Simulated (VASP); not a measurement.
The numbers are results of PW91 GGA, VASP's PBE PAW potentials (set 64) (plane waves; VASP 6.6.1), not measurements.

A VASP calculation is set up with these files.

**POSCAR**
```
Dy
1
    1.8107223437    -3.1362628929     0.0000000000
    1.8107223437     3.1362628929     0.0000000000
    0.0000000000     0.0000000000     5.5824564178
Dy
2
Direct
  0.3333330000   0.6666670000   0.2500000000
  0.6666670000   0.3333330000   0.7500000000
```

### INCAR
```
IBRION  =  2   ! conjugate gradients
LCHARG  =  .FALSE.
ISMEAR  =  1   ! Methfessel-Paxton
LASPH  =  .TRUE.
GGA  =  91   ! PW91
PREC  =  Accurate
ISIF  =  4   ! ions and shape, fixed volume
LMAXMIX  =  6
LREAL  =  .FALSE.   ! projection in real space or not
EDIFFG  =  -0.01
NSW  =  30
LWAVE  =  .FALSE.
SYSTEM  =  Dy
EDIFF  =  1E-7
ENCUT  =  520
ALGO  =  Normal   ! blocked Davidson
SIGMA  =  0.1   ! width (eV)
NELM  =  100
```

### KPOINTS
```
Automatic mesh
0
Gamma
12 12 7
0 0 0
```

POTCAR, in this order: Dy_3 (PBE.64 set). Program: vasp_std.

### Question
What will the output report for the number of irreducible k-points (NKPTS), largest plane-wave count, number of space-group operations, FFT grid (NGX, NGY, NGZ)?

### Answer

```json
{
  "number of irreducible k-points (NKPTS)": "76",
  "largest_plane_wave_count": "1737",
  "number_of_space_group_operations": "24",
  "FFT grid (NGX, NGY, NGZ)": "28 × 28 × 42"
}
```

The compound is Dy in the hcp structure. This run relaxes it. Symmetry was kept, so distortions that lower it aren't found. The 4f electrons are frozen in the core of the lanthanide potential, so 4f levels, which can set the real gap, and their magnetism are missing.
